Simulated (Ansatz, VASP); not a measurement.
# Cross-check of Ti5Ge between VASP and Ansatz

One calculation is typed for both programs; each brings its own data sets and cutoff. How far apart do they land? The cell is invented: Sites of the Ti5Si structure (space group 155) filled with other elements, volume scaled by an estimate. It may not be a known or stable phase.

Calculated with Ansatz 0.2.0; plane waves, with VASP 6.6.1 beside it; relaxation of cell and atoms at PBE.

## (1) Starting point

It takes space group R32 (No. 155, trigonal). The conventional cell has a = 5.089 Å, b = 5.089 Å, c = 13.436 Å, α = 90.00°, β = 90.00°, γ = 120.00°. Nearest to Ge lie 12 Ti at 2.73 to 2.94 Å. Nearest to Ti lie 9 Ti at 2.86 to 2.97 Å and 3 Ge at 2.94 Å. Ti has 8 Ti at 2.71 to 2.90 Å and 2 Ge at 2.73 Å nearest. Sites of the Ti5Si structure (space group 155) filled with other elements, volume scaled by an estimate. Farther neighbours are not listed.

As a file:

```xyz
6
Lattice="2.5443 1.4689 4.4786 -2.5443 1.4689 4.4786 0.0000 -2.9379 4.4786" Properties=species:S:1:pos:R:3 pbc="T T T"
Ge    0.0000    0.0000    6.7179
Ti    0.0000    0.0000    2.0347
Ti    0.5361    1.4689    4.4786
Ti   -1.5402   -0.2702    4.4786
Ti    0.0000    0.0000   11.4011
Ti    1.0041   -1.1987    4.4786
```

## (2) VASP: relaxation of cell and atoms, PBE

The relaxed volume is the usual yardstick between codes: its relative difference is about their pressure difference at one cell divided by the bulk modulus.

Lines of VASP's logs that name or quote its potential files are left out, and so is its time.

The input, INCAR:

```
SYSTEM = Ti5Ge
PREC = Accurate
ENCUT = 520
EDIFF = 1E-06
NELM = 100
ISMEAR = -1
SIGMA = 0.05
LREAL = .FALSE.
ALGO = Normal
GGA = PE
LORBIT = 11
LWAVE = .FALSE.
LCHARG = .FALSE.
KPAR = 2
IBRION = 2
NSW = 60
ISIF = 3
EDIFFG = -0.01
```

The input, POSCAR:

```
Ti5Ge
1.0
    2.5442620000      1.4689310000      4.4786150000
   -2.5442620000      1.4689310000      4.4786150000
    0.0000000000     -2.9378610000      4.4786150000
Ge Ti
1 5
Direct
    0.5000000000      0.5000000000      0.5000000000
    0.1514396700      0.1514396700      0.1514396700
    0.6053500000      0.3946500000      0.0000000000
    0.0000000000      0.6053500000      0.3946500000
    0.8485603300      0.8485603300      0.8485603300
    0.3946500000      0.0000000000      0.6053500000
```

The input, KPOINTS:

```
Automatic mesh
0
Gamma
6 6 6
0 0 0
```

Potentials, in the order of the species: Ge_d and Ti_sv (PBE family, release 64).

Command:

```sh
> mpirun -np 2 vasp_std
```

Numbers of over 12 decimals in the logs are rounded to 6 here.

What it wrote:

```text
[banner, memory and clock lines left out]
running    2 mpi-ranks, on    1 nodes
 distrk:  each k-point on    1 cores,    2 groups
 distr:  one band on    1 cores,    1 groups

 POSCAR found type information on POSCAR GeTi
 POSCAR found :  2 types and       6 ions
 LDA part: xc-table for (Slater+PW92), standard interpolation
 POSCAR, INCAR and KPOINTS ok, starting setup
 FFT: planning ... GRIDC
 FFT: planning ... GRID_SOFT
 FFT: planning ... GRID
 WAVECAR not read
 entering main loop
       N       E                     dE             d eps       ncg     rms          rms(c)
DAV:   1     0.990024335088E+03    0.99002E+03   -0.37569E+04  3120   0.293E+03
DAV:   2     0.114267545351E+03   -0.87576E+03   -0.86435E+03  2816   0.773E+02
DAV:   3    -0.279624752744E+02   -0.14223E+03   -0.13876E+03  3836   0.235E+02
DAV:   4    -0.497278298515E+02   -0.21765E+02   -0.21543E+02  4128   0.832E+01
DAV:   5    -0.512189917459E+02   -0.14912E+01   -0.14867E+01  4424   0.188E+01    0.203E+01
DAV:   6    -0.457927214545E+02    0.54263E+01   -0.35546E+01  3880   0.421E+01    0.767E+00
DAV:   7    -0.467714602522E+02   -0.97874E+00   -0.28423E+01  3960   0.249E+01    0.974E+00
DAV:   8    -0.452334705488E+02    0.15380E+01   -0.85802E+00  3760   0.121E+01    0.302E+00
DAV:   9    -0.452799985878E+02   -0.46528E-01   -0.73291E-01  4016   0.505E+00    0.122E+00
DAV:  10    -0.452858947492E+02   -0.58962E-02   -0.59514E-02  4000   0.211E+00    0.509E-01
DAV:  11    -0.452892469570E+02   -0.33522E-02   -0.10628E-02  4144   0.783E-01    0.152E-01
DAV:  12    -0.452889925878E+02    0.25437E-03   -0.21028E-03  4240   0.311E-01    0.744E-02
DAV:  13    -0.452890251711E+02   -0.32583E-04   -0.16262E-04  3976   0.939E-02    0.174E-02
DAV:  14    -0.452890162170E+02    0.89541E-05   -0.25474E-05  4184   0.434E-02    0.101E-02
DAV:  15    -0.452890151420E+02    0.10749E-05   -0.35117E-06  2752   0.176E-02    0.261E-03
DAV:  16    -0.452890151654E+02   -0.23416E-07   -0.75424E-07  1960   0.110E-02
   1 F= -.45289015E+02 E0= -.45265598E+02  d E =-.452890E+02
[...]
2 F= -.45289226E+02 E0= -.45265932E+02  d E =-.211065E-03
[...]
3 F= -.45289468E+02 E0= -.45266127E+02  d E =-.452471E-03
 curvature:  -0.27 expect dE=-0.216E-04 dE for cont linesearch -0.682E-08
 trial: gam= 0.05386 g(F)=  0.114E-04 g(S)=  0.682E-04 ort =-0.633E-05 (trialstep = 0.917E+00)
 search vector abs. value=  0.836E-04
 bond charge predicted
       N       E                     dE             d eps       ncg     rms          rms(c)
DAV:   1    -0.452895514463E+02   -0.83526E-04   -0.13633E-02  3016   0.128E+00    0.999E-02
DAV:   2    -0.452895996939E+02   -0.48248E-04   -0.23313E-03  2908   0.344E-01    0.643E-02
DAV:   3    -0.452895194020E+02    0.80292E-04   -0.33257E-04  4384   0.147E-01    0.171E-02
DAV:   4    -0.452895261456E+02   -0.67436E-05   -0.16211E-04  3832   0.118E-01    0.225E-02
DAV:   5    -0.452895190445E+02    0.71011E-05   -0.57221E-05  3728   0.666E-02    0.494E-03
DAV:   6    -0.452895187678E+02    0.27671E-06   -0.23342E-06  2408   0.138E-02
   4 F= -.45289519E+02 E0= -.45266188E+02  d E =-.511312E-04
 trial-energy change:   -0.000051  1 .order   -0.000051   -0.000073   -0.000029
 step:   1.5116(harm=  1.5116)  dis= 0.00065  next Energy=   -45.289528 (dE=-0.599E-04)
 reached required accuracy - stopping structural energy minimisation
```

OUTCAR, selected parts (step 2):

```text
ion  position               nearest neighbor table
   1  0.500  0.500  0.500-   6 2.73   4 2.73   3 2.73   3 2.73   6 2.73   4 2.73
   2  0.151  0.151  0.151-   3 2.86   6 2.86   4 2.86   4 2.90   6 2.90   3 2.90
   3  0.605  0.395  0.000-   6 2.71   4 2.71   4 2.71   6 2.71   1 2.73   1 2.73   5 2.86   2 2.86
                             2 2.90   5 2.90
   4  0.000  0.605  0.395-   6 2.71   6 2.71   3 2.71   3 2.71   1 2.73   1 2.73   5 2.86   2 2.86
                             2 2.90   5 2.90
   5  0.849  0.849  0.849-   3 2.86   4 2.86   6 2.86   6 2.90   4 2.90   3 2.90
   6  0.395  0.000  0.605-   4 2.71   4 2.71   3 2.71   3 2.71   1 2.73   1 2.73   2 2.86   5 2.86
                             5 2.90   2 2.90

  LATTYP: Found a trigonal (rhomboedric) cell.
 ALAT       =     5.3562131890
 COS(alpha) =     0.5487283084

 Subroutine GETGRP returns: Found  6 space group operations
 (whereof  6 operations were pure point group operations)

The static configuration has the point symmetry D_3 .

 Found     32 irreducible k-points:

   k-points           NKPTS =     32   k-points in BZ     NKDIM =     32   number of bands    NBANDS=     44

   dimension x,y,z NGX =    40 NGY =   40 NGZ =   40
   dimension x,y,z NGXF=    80 NGYF=   80 NGZF=   80

   ENCUT  =  520.0 eV  38.22 Ry    6.18 a.u.   9.96  9.96  9.96*2*pi/ulx,y,z

   NELECT =      74.0000    total number of electrons

 k-points in reciprocal lattice and weights: Automatic mesh
   0.00000000  0.00000000  0.00000000       0.005
   0.16666667  0.00000000  0.00000000       0.028
   0.33333333 -0.00000000 -0.00000000       0.028
   0.50000000  0.00000000  0.00000000       0.014
   0.16666667  0.16666667 -0.00000000       0.028
   0.33333333  0.16666667  0.00000000       0.056
   0.50000000  0.16666667  0.00000000       0.056
  -0.33333333  0.16666667  0.00000000       0.056
  -0.16666667  0.16666667  0.00000000       0.028
[...]
-0.33333333  0.50000000  0.33333333       0.028
   0.50000000  0.50000000  0.50000000       0.005

 average (electrostatic) potential at core
       1 -70.2066       2 -72.2951       3 -72.0372       4 -72.0372       5 -72.2951
       6 -72.0372

 E-fermi :   8.5403

 k-point     1 :       0.0000    0.0000    0.0000
  band No.  band energies     occupation
    ...
     35       7.6644      2.00000
     36       7.8182      2.00000
     37       8.3941      1.89804
     38       8.5257      1.14550
     39       8.5257      1.14550
     40       9.5698      0.00000
     41       9.5698      0.00000
     42       9.8332      0.00000
     43       9.9190      0.00000
     44      10.2089      0.00000

 k-point     2 :       0.1667    0.0000    0.0000
  band No.  band energies     occupation
    ...
     33       7.3586      2.00000
     34       7.4676      2.00000
     35       7.7359      2.00000
     36       7.9910      1.99997
     37       8.3720      1.93322
     38       8.6638      0.15585
     39       8.7252      0.04839
     40       9.4231      0.00000
     41       9.5936      0.00000
     42       9.8367      0.00000
    ...

 k-point     3 :       0.3333   -0.0000   -0.0000
  band No.  band energies     occupation
    ...
     33       7.4517      2.00000
     34       7.4993      2.00000
     35       7.7514      2.00000
     36       8.1344      1.99940
     37       8.5057      1.33312
     38       8.9613      0.00044
     39       9.0404      0.00009
     40       9.3096      0.00000
     41       9.3792      0.00000
     42       9.6372      0.00000
    ...

  Total       -0.0009553     -0.0009553      0.0363704      0.0000000      0.0000000      0.0000000
  in kB       -0.0152918     -0.0152918      0.5822009      0.0000000      0.0000000      0.0000000
  external PRESSURE =       0.1838724 kB  Pullay stress =       0.0000000 kB

  energy-cutoff  :      520.00
  volume of cell :      100.09
      direct lattice vectors                 reciprocal lattice vectors
     2.540229001  1.466602545  4.477645659     0.196832648  0.113641358  0.074443875
    -2.540229001  1.466602545  4.477645659    -0.196832648  0.113641358  0.074443875
     0.000000000 -2.933204092  4.477645659     0.000000000 -0.227282715  0.074443901

 POSITION                                       TOTAL-FORCE (eV/Angst)
 -----------------------------------------------------------------------------------
      0.00000      0.00000      6.71647        -0.000000     -0.000000      0.000000
      0.00000      0.00000      2.03517         0.000000      0.000000      0.006530
      0.53447     -1.46660      8.95529        -0.001960      0.000000      0.000000
     -1.53735     -0.27044      4.47765         0.000980     -0.001697      0.000000
      0.00000      0.00000     11.39777        -0.000000     -0.000000     -0.006530
     -1.53735      0.27044      8.95529         0.000980      0.001697     -0.000000
 -----------------------------------------------------------------------------------
    total drift:                                0.000004     -0.000000      0.000000

  FREE ENERGIE OF THE ION-ELECTRON SYSTEM (eV)
  ---------------------------------------------------
  free  energy   TOTEN  =       -45.2895187678 eV

  energy  without entropy=      -45.2428568481  energy(sigma->0) =      -45.26618781

 reached required accuracy - stopping structural energy minimisation

 total charge
# of ion       s       p       d       tot
------------------------------------------
    1        1.093   1.317  10.041  12.450
    2        2.217   6.115   1.882  10.214
    3        2.235   6.135   1.960  10.330
    4        2.235   6.135   1.960  10.330
    5        2.217   6.115   1.882  10.214
    6        2.235   6.135   1.960  10.330
--------------------------------------------------
tot         12.231  31.951  19.686  63.868

[... 3 further parts left out ...]
```

The run keeps the 6 symmetry operations of its start, so it cannot find a distortion of lower symmetry.

## (3) Ansatz: relaxation of cell and atoms, PBE

Ansatz runs on its default PAW (the set named soft_2) files.

The same cell, functional, mesh and smearing now go to Ansatz, which takes its cutoff from its data sets.

The input, input.yaml:

```yaml
crystal:
  lattice:
    - [2.544262, 1.468931, 4.478615]
    - [-2.544262, 1.468931, 4.478615]
    - [0.0, -2.937861, 4.478615]
  atoms:
    - { symbol: Ge, position: [0.5, 0.5, 0.5] }
    - { symbol: Ti, position: [0.15143967, 0.15143967, 0.15143967] }
    - { symbol: Ti, position: [0.60535, 0.39465, 0.0] }
    - { symbol: Ti, position: [0.0, 0.60535, 0.39465] }
    - { symbol: Ti, position: [0.84856033, 0.84856033, 0.84856033] }
    - { symbol: Ti, position: [0.39465, 0.0, 0.60535] }
hamiltonian:
  xc: pbe
  pseudopotentials: { kind: paw }
kpoints:
  mp_grid: { grid: [6, 6, 6] }
scf:
  occupations: { method: fermi_dirac, width: 0.05 }
relax:
  f_tol: 0.01
  max_steps: 60
  cell: { stress_tol: 0.05 }
output:
  forces: true
  stress: true
```

Command:

```sh
> ansatz run input.yaml --threads 4 --pin off --max-ram 9216MiB --backend cpu --events-out ev --progress --plain --runs-dir out
```

What it wrote:

```text
Engine: ansatz 0.2.0, aarch64-unknown-linux-gnu
Pseudopotentials: kind: paw
Pseudopotential: Ge, paw, valence charge 14, recommended cutoff 420 eV (normal), Ge.paw.azcp
Pseudopotential: Ti, paw, valence charge 12, recommended cutoff 420 eV (normal), Ti.paw.azcp
Functional definition: PBE
  parameter kappa = 0.804
  parameter beta = 0.066725
  exchange = pbe_x(kappa = kappa, mu = beta*pi^2/3)
  correlation = pbe_c(beta = beta)
Crystal: 6 atoms, lattice volume = 100.429 Å³
Basis set: ecut = 420 eV, 1935 PW (Γ), exchange–correlation on 72×72×72 points (8 copies of the dense FFT grid, shifted against one another)
Bands: 45, of which v1, the nominal top of the filled ones, is band 37 counted from 1 (36 counted from 0)
Symmetry: 6 space group operations
Space group: R32 (ITA 155), of the structure as read, at distance tolerance 4.6e-5 Å
k-points: 32 of 216 (time reversal used)
Non-local potential: Ge, projectors of the file, l = 0: 2, l = 1: 2, l = 2: 3, l = 3: 1
Non-local potential: Ti, projectors of the file, l = 0: 3, l = 1: 2, l = 2: 3, l = 3: 1
PAW form: soft (Blöchl's): semilocal exchange-correlation on the pseudo side does not see the compensation charge
PAW one-centre angular grid: Ge, 590 points (default); XC on 64 Gauss nodes
PAW one-centre angular grid: Ti, 590 points (default); XC on 64 Gauss nodes
Initial density: superposition of atomic densities (neutral atoms: chi_scale 0, normalization atom), corrected by the library's trained network
Initial wavefunctions: pseudopotential atomic-orbital guess
Functional: x = pbe(κ = 0.804, μ = 0.219515), c = pbe(β = 0.066725)
SCF iter   1: F=—  HF=-16794.946686 eV  |F-HF|=—  |Δ(HF+E_count)|=         —  Δρ=7.40e-3  dr2=7.74e-2  ethr=1.77e-3  ⟨swp⟩=7.7  Hψ=6092  notcnv=0
preconditioner: auto → Kerker (q_TF=auto, 2.593 Å⁻¹)  [metal: Δε(μ)=0.015 eV  Ē_g=3.463 eV  σ=0.050 eV  W_gap=0.07  n_scr=26 (ndim 8)  ℏωp=18.2 eV  f_vac=0.000  D(μ)=5.04/eV (n_scr^D=58)]
SCF iter   2: F=—  HF=-16794.933027 eV  |F-HF|=—  |Δ(HF+E_count)|=   1.37e-2  Δρ=4.23e-3  dr2=2.93e-2  ethr=1.05e-4  ⟨swp⟩=2.0  Hψ=1931  notcnv=0
SCF iter   3: F=—  HF=-16794.925637 eV  |F-HF|=—  |Δ(HF+E_count)|=   7.39e-3  Δρ=6.90e-4  dr2=6.05e-4  ethr=3.96e-5  ⟨swp⟩=2.0  Hψ=1969  notcnv=0
SCF iter   4: F=—  HF=-16794.925497 eV  |F-HF|=—  |Δ(HF+E_count)|=   1.40e-4  Δρ=2.16e-4  dr2=4.78e-5  ethr=8.17e-7  ⟨swp⟩=2.0  Hψ=1987  notcnv=0
SCF iter   5: F=—  HF=-16794.925470 eV  |F-HF|=—  |Δ(HF+E_count)|=   2.68e-5  Δρ=7.84e-5  dr2=5.35e-6  ethr=6.46e-8  ⟨swp⟩=2.0  Hψ=1983  notcnv=0
SCF iter   6: F=—  HF=-16794.925467 eV  |F-HF|=—  |Δ(HF+E_count)|=   3.52e-6  Δρ=2.97e-5  dr2=7.96e-7  ethr=7.23e-9  ⟨swp⟩=2.0  Hψ=1934  notcnv=0
SCF iter   7: F=-16794.925467 eV  HF=-16794.925467 eV  |F-HF|=3.03e-8  |Δ(HF+E_count)|=   3.79e-8  Δρ=8.49e-6  dr2=7.28e-8  ethr=1.35e-10  ⟨swp⟩=3.0  Hψ=4651  notcnv=0
SCF 1 converged in 7 iterations: F = -16794.925467 eV  dr2 = 7.28e-8
  greatest PAW one-centre occupation: 0.999 electrons in one spin orbital (limit 2), on the Ti atom at site 4 (counted from 0), in its partial waves of l = 0
relax step   1: F+E_penalty+E_count = -16794.92546689 eV  Δ(F+E_penalty+E_count) = +0.000e0 eV  max|allowed force component| = 1.829e-2 eV/Å  Δτ_max = 0.0000 Å  P = -0.258 GPa  Ω = 100.429 Å³  (7 SCF iters, dr2 threshold 1.00e-7 eV, accepted)
[...]
relax step   2: F+E_penalty+E_count = -16794.92565054 eV  Δ(F+E_penalty+E_count) = -1.837e-4 eV  max|allowed force component| = 2.438e-2 eV/Å  Δτ_max = 0.0050 Å  P = +0.228 GPa  Ω = 100.024 Å³  energy of the carried Pulay correction = +5.281e-5 eV  (6 SCF iters, dr2 threshold 2.60e-7 eV, accepted)
[...]
relax step   3: F+E_penalty+E_count = -16794.92581727 eV  Δ(F+E_penalty+E_count) = -1.667e-4 eV  max|allowed force component| = 1.360e-3 eV/Å  Δτ_max = 0.0028 Å  P = +0.010 GPa  Ω = 100.198 Å³  energy of the carried Pulay correction = +3.015e-5 eV  (6 SCF iters, dr2 threshold 2.11e-7 eV, accepted)
[...]
relax step   4: F+E_penalty+E_count = -16794.92579170 eV  Δ(F+E_penalty+E_count) = +2.557e-5 eV  max|allowed force component| = 1.362e-3 eV/Å  Δτ_max = 0.0000 Å  P = +0.010 GPa  Ω = 100.198 Å³  stress off target by 3.07e-2 GPa  SCF on the basis re-selected at this cell (its energy is not comparable with the rows above)  (8 SCF iters)
basis re-selected at this cell: Δ(F+E_penalty+E_count) = +2.557e-5 eV, ΔP = +0.000 GPa vs the last step (what re-selecting the basis moved, of the pressure what is left beyond the Pulay correction that the steps carried, after the strain that the cell walked since its last selection, with what the two solves' SCF thresholds leave and, on support functions, any second-order correction that the steps lacked; it is no m [...]
SCF converged after 8 iterations
Free energy (F): -16794.925792 eV
Harris-Foulkes:  -16794.925792 eV  (|F-HF|=0.00e0)
Internal energy: -16794.879502 eV  (E = F + TS)
E sigma→0 (E₀):  -16794.902647 eV
Entropy (-TS):   -0.046290 eV (-7.715 meV/atom)
Fermi energy:    13.696794 eV
--- Per-component energies (eV) ---
  E_band       = -837.139482
  E_kinetic    = 1477.715289
  E_local      = -6101.592030  (includes V_loc(G=0)·N_el)
  E_nonlocal   = 460.710827
  E_hartree    = 2586.995160
  E_xc         = -564.940165
  E_vxc        = -677.194972  (∫ρ·V_xc dr)
  E_paw        = -7259.889850  (= ΣΔE_a)
  E_vpaw       = -1170.769867  (= ΣTr[D̂ρ^β])
  E_aug_tail   = 0.000950  (compensation charges beyond the density's cutoff)
  E_ewald      = -7393.879683
  E_smearing   = -0.046290  (= −TS)
  E_closure    = -0.000000  (closes the sum)
  Σ components = -16794.925792   (vs F -16794.925792, Δ=0.00e0)
--- Forces (eV/Å), atoms counted from 1 ---
  atom   1  Ge     0.00000000    -0.00000000    -0.00000000
  atom   2  Ti     0.00000000     0.00000000     0.00013097
  atom   3  Ti    -0.00136169     0.00000000     0.00000000
  atom   4  Ti     0.00068085    -0.00117926     0.00000000
  atom   5  Ti    -0.00000000    -0.00000000    -0.00013097
  atom   6  Ti     0.00068085     0.00117926    -0.00000000
  max |Σ_I F_I| component: 7.62e-17 eV/Å
--- Stress (GPa, compression-positive) ---
        0.000079      -0.000000       0.000000
       -0.000000       0.000079       0.000000
        0.000000       0.000000       0.030656
  P = ⅓ Tr σ = 0.0103 GPa (0.103 kbar)
--- Relaxed structure (3 steps of the walk, 3 accepted, 1 SCFs on fresh bases) ---
  F+E_penalty+E_count = -16794.92579170 eV   max|allowed force component| = 1.362e-3 eV/Å   (the final SCF, on the basis selected at the relaxed cell)
  cell:  # Å, volume = 100.1976 Å³
    - [2.540799, 1.466931, 4.480497]
    - [-2.540799, 1.466931, 4.480497]
    - [0, -2.933862, 4.480497]
  atoms:
    - { symbol: Ge, position: [0.500000, 0.500000, 0.500000] }
    - { symbol: Ti, position: [0.151603, 0.151603, 0.151603] }
    - { symbol: Ti, position: [0.605241, 0.394759, 0.0] }
    - { symbol: Ti, position: [5.551115123125783e-17, 0.605241, 0.394759] }
    - { symbol: Ti, position: [0.848397, 0.848397, 0.848397] }
    - { symbol: Ti, position: [0.394759, 0.0, 0.605241] }
```

Run time: 15 s. Hardware: 4 threads of Arm Neoverse V1, shared host; peak memory 0.46 GiB; 59 s of CPU time.

## (4) Differences

Known differences besides the potentials themselves: both relaxations stop at a tolerance, which leaves soft axes loose, and VASP keeps its plane-wave basis; the cutoff is 420 eV in Ansatz and 520 eV in VASP; VASP leaves aspherical gradient terms in its spheres out (LASPH is not set), Ansatz keeps them; Ansatz adds a Pulay correction to the stress that steers its cell, VASP none. Total energies have different zeros and are not compared.

Compared:

```csv
quantity,Ansatz,VASP,difference
volume (Å³),100.20,100.09,+0.11 %
"edge a after relaxation, in the typed setting (Å)",5.356,5.353,+0.05 %
```

The walks stopped with 0.01 GPa left in Ansatz and 0.02 GPa in VASP; each walk ends within a tolerance, so the volume difference is uncertain by about these residues over the bulk modulus, most in soft cells.

## (5) What came out

```json
{"difference in volume (relaxation of cell and atoms, PBE)": "0.11 %"}
```

The difference in volume is 0.11 % (relaxation of cell and atoms, PBE), within the 1.2 % picked in this series as the mark of a large difference, as far as the stopping tolerances let one tell. Such differences can come from data sets, numerical settings and the points named under the comparisons, not from the functional's error against experiment.

[Lines on the potential files, build, host, timing and source positions are cut from VASP's logs without a mark.]

[Logs are printed without paths, hosts, clocks, repeated set-up lines and the standing remarks that a program may print on its own settings, such as how far it seeks lower states.]

[Hosts, paths, dates, database ids (printed as entryN), source tags and the programs' standing remarks are cut or masked in the printed files.]
